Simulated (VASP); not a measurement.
Output of a VASP run:

File OUTCAR:
```
 ion  position               nearest neighbor table
   1  0.667  0.333  0.501-   3 2.29   4 2.29   4 2.29   4 2.29
   2  0.333  0.667  0.001-   4 2.29   3 2.29   3 2.29   3 2.29
   3  0.667  0.333  0.874-   1 2.29   2 2.29   2 2.29   2 2.29
   4  0.333  0.667  0.374-   2 2.29   1 2.29   1 2.29   1 2.29
  LATTYP: Found a hexagonal cell.
 ALAT       =     3.7335569403
 C/A-ratio  =     1.6441452553
 Subroutine PRICEL returns:
 Original cell was already a primitive cell.
 Subroutine GETGRP returns: Found 12 space group operations
The static configuration has the point symmetry C_3v.
 The point group associated with its full space group is C_6v.
The dynamic configuration has the point symmetry C_3v.
 Subroutine INISYM returns: Found 12 space group operations
 Subroutine IBZKPT returns following result:
 Found     21 irreducible k-points:

 Following reciprocal coordinates:
            Coordinates               Weight
  0.000000  0.000000  0.000000      1.000000
  0.166667 -0.000000  0.000000      6.000000
  0.333333 -0.000000  0.000000      6.000000
  0.500000  0.000000  0.000000      3.000000
  0.166667  0.166667  0.000000      6.000000
  0.333333  0.166667  0.000000     12.000000
  0.333333  0.333333  0.000000      2.000000
  0.000000  0.000000  0.250000      2.000000
  0.166667 -0.000000  0.250000     12.000000
  0.333333 -0.000000  0.250000     12.000000
  0.500000  0.000000  0.250000      6.000000
  0.166667  0.166667  0.250000     12.000000
  0.333333  0.166667  0.250000     24.000000
  0.333333  0.333333  0.250000      4.000000
  0.000000  0.000000  0.500000      1.000000
  0.166667 -0.000000  0.500000      6.000000
  0.333333 -0.000000  0.500000      6.000000
  0.500000  0.000000  0.500000      3.000000
  0.166667  0.166667  0.500000      6.000000
  0.333333  0.166667  0.500000     12.000000
  0.333333  0.333333  0.500000      2.000000
   k-points           NKPTS =     21   k-points in BZ     NKDIM =     21   number of bands    NBANDS=     22
   number of dos      NEDOS =    301   number of ions     NIONS =      4
   total plane-waves  NPLWV =  37632
   dimension x,y,z NGX =    28 NGY =   28 NGZ =   48
   dimension x,y,z NGXF=    56 NGYF=   56 NGZF=   96
   ions per type =               2   2
   PREC   = accura    normal or accurate (medium, high low for compatibility)
   ISTART =      0    job   : 0-new  1-cont  2-samecut
   ICHARG =      2    charge: 1-file 2-atom 10-const
   ISPIN  =      1    spin polarized calculation?
   LNONCOLLINEAR =      F non collinear calculations
   LSORBIT =      F    spin-orbit coupling
   INIWAV =      1    electr: 0-lowe 1-rand  2-diag
   ENCUT  =  480.0 eV  35.28 Ry    5.94 a.u.   6.67  6.67 10.97*2*pi/ulx,y,z
   NELM   =    100;   NELMIN=  2; NELMDL= -5     # of ELM steps
   EDIFF  = 0.1E-06   stopping-criterion for ELM
   LREAL  =      F    real-space projection
   NLSPLINE    = F    spline interpolate recip. space projectors
   LMAXMIX     =    4 max onsite mixed and CHGCAR
   VOSKOWN=      0    Vosko Wilk Nusair interpolation
   EDIFFG = -.1E-01   stopping-criterion for IOM
   NSW    =     40    number of steps for IOM
   NBLOCK =      1;   KBLOCK =     40    inner block; outer block
   IBRION =      2    ionic relax: 0-MD 1-quasi-New 2-CG
   NFREE  =      1    steps in history (QN), initial steepest desc. (CG)
   ISIF   =      3    stress and relaxation
   ISYM   =      2    0-nonsym 1-usesym 2-fastsym
   TEIN   =    0.0    initial temperature
   TEBEG  =    0.0;   TEEND  =   0.0 temperature during run
   SMASS  =  -3.00    Nose mass-parameter (am)
   PSTRESS=   50.0 pullay stress
   NELECT =      36.0000    total number of electrons
   EFERMI =   0.00;   METHOD = LEGACY
   ISMEAR =     0;   SIGMA  =   0.05  broadening in eV -4-tet -1-fermi 0-gaus
   IALGO  =     38    algorithm
   LDIAG  =      T    sub-space diagonalisation (order eigenvalues)
   IMIX   =      4    mixing-type and parameters
     AMIX     =   0.40;   BMIX     =  1.00
     AMIX_MAG =   1.60;   BMIX_MAG =  1.00
...
```

OSZICAR:
```
       N       E                     dE             d eps       ncg     rms          rms(c)
DAV:   1     0.202236261812E+03    0.20224E+03   -0.17265E+04   924   0.195E+03
DAV:   2    -0.230534676959E+02   -0.22529E+03   -0.21876E+03   972   0.375E+02
DAV:   3    -0.433174710253E+02   -0.20264E+02   -0.20198E+02  1092   0.118E+02
DAV:   4    -0.437456423274E+02   -0.42817E+00   -0.42768E+00  1104   0.177E+01
DAV:   5    -0.437532506410E+02   -0.76083E-02   -0.76078E-02  1096   0.227E+00    0.117E+01
DAV:   6    -0.395393123351E+02    0.42139E+01   -0.37596E+00  1102   0.547E+01    0.102E+01
DAV:   7    -0.368730605628E+02    0.26663E+01   -0.12989E+00   966   0.145E+01    0.460E+00
DAV:   8    -0.376144989015E+02   -0.74144E+00   -0.97299E-01   966   0.709E+00    0.167E+00
DAV:   9    -0.376366421135E+02   -0.22143E-01   -0.25191E-01   930   0.464E+00    0.932E-01
DAV:  10    -0.376048646986E+02    0.31777E-01   -0.86860E-02   936   0.291E+00    0.435E-01
DAV:  11    -0.376433811393E+02   -0.38516E-01   -0.24924E-02   978   0.154E+00    0.204E-01
DAV:  12    -0.376548830713E+02   -0.11502E-01   -0.13884E-02   990   0.961E-01    0.992E-02
DAV:  13    -0.376518657904E+02    0.30173E-02   -0.14676E-03  1092   0.424E-01    0.501E-02
DAV:  14    -0.376560832010E+02   -0.42174E-02   -0.47346E-03   972   0.587E-01    0.576E-02
DAV:  15    -0.376562033728E+02   -0.12017E-03   -0.55122E-04  1192   0.314E-01    0.342E-02
DAV:  16    -0.376564612356E+02   -0.25786E-03   -0.23199E-04  1020   0.119E-01    0.138E-02
DAV:  17    -0.376564893225E+02   -0.28087E-04   -0.78441E-06  1206   0.395E-02    0.803E-03
DAV:  18    -0.376564812135E+02    0.81090E-05   -0.52187E-06  1074   0.152E-02    0.264E-03
DAV:  19    -0.376564882745E+02   -0.70610E-05   -0.21480E-06  1008   0.125E-02    0.924E-04
DAV:  20    -0.376564867095E+02    0.15649E-05   -0.64377E-08   720   0.292E-03    0.543E-04
DAV:  21    -0.376564867004E+02    0.91159E-08   -0.27037E-08   618   0.162E-03
   1 F= -.35343897E+02 E0= -.35343897E+02  d E =-.353439E+02
```

File OUTCAR:
```
------------------------ aborting loop because EDIFF is reached ----------------------------------------
  FORCE on cell =-STRESS in cart. coord.  units (eV):
  Direction    XX          YY          ZZ          XY          YZ          ZX
  --------------------------------------------------------------------------------------
  Total        2.2992776      2.2992775      2.3052938      0.0000000      0.0000000      0.0000000
  in kB       49.7121823     49.7121807     49.8422577      0.0000000      0.0000000      0.0000000
  external PRESSURE =      -0.2444598 kB  Pullay stress =      50.0000000 kB
  volume of cell :       74.10
      direct lattice vectors                 reciprocal lattice vectors
     1.866778492 -3.233355144  0.000000000     0.267841097 -0.154638132  0.000000000
     1.866778492  3.233355144  0.000000000     0.267841097  0.154638132  0.000000000
     0.000000000  0.000000000  6.138509929     0.000000000  0.000000000  0.162905984
  FREE ENERGIE OF THE ION-ELECTRON SYSTEM (eV)
  ---------------------------------------------------
  free  energy   TOTEN  =       -37.6564867004 eV

  energy  without entropy=      -37.6564867004  energy(sigma->0) =      -37.65648670
  enthalpy is  TOTEN    =       -35.3438970489 eV   P V=        2.3125896516

 reached required accuracy - stopping structural energy minimisation
```
(Selected blocks of OUTCAR.)

File POSCAR:
```
ZnS
1
    1.8667784921    -3.2333551441    -0.0000000000
    1.8667784921     3.2333551441     0.0000000000
    0.0000000000     0.0000000000     6.1385099289
Zn S
2 2
Direct
  0.6666670000   0.3333330000   0.5008786725
  0.3333330000   0.6666670000   0.0008786725
  0.6666670000   0.3333330000   0.8741213275
  0.3333330000   0.6666670000   0.3741213275
```

Write an INCAR and KPOINTS that could have produced this output.

One answer among several that fit: the input of the run itself, r2SCAN meta-GGA, plane waves, VASP's PBE PAW potentials (set 64).

INCAR:
```
ALGO=Normal
EDIFF=1E-7
EDIFFG=-0.01
ENCUT=480
IBRION=2
ISIF=3
ISMEAR=0
LASPH=.TRUE.
LCHARG=.FALSE.
LMAXMIX=4
LMIXTAU=.TRUE.
LREAL=.FALSE.
LWAVE=.FALSE.
METAGGA=R2SCAN
NELM=100
NSW=40
PREC=Accurate
PSTRESS=50
SIGMA=0.05
SYSTEM=ZnS
```

File KPOINTS:
```
Regular mesh
0
Gamma
  6 6 4
0 0 0
```

POTCAR, in this order: Zn S (PBE.64 set). Program: vasp_std.

The compound is ZnS in the wurtzite structure, the high-temperature form. It was relaxed first under an external pressure of 5 GPa.
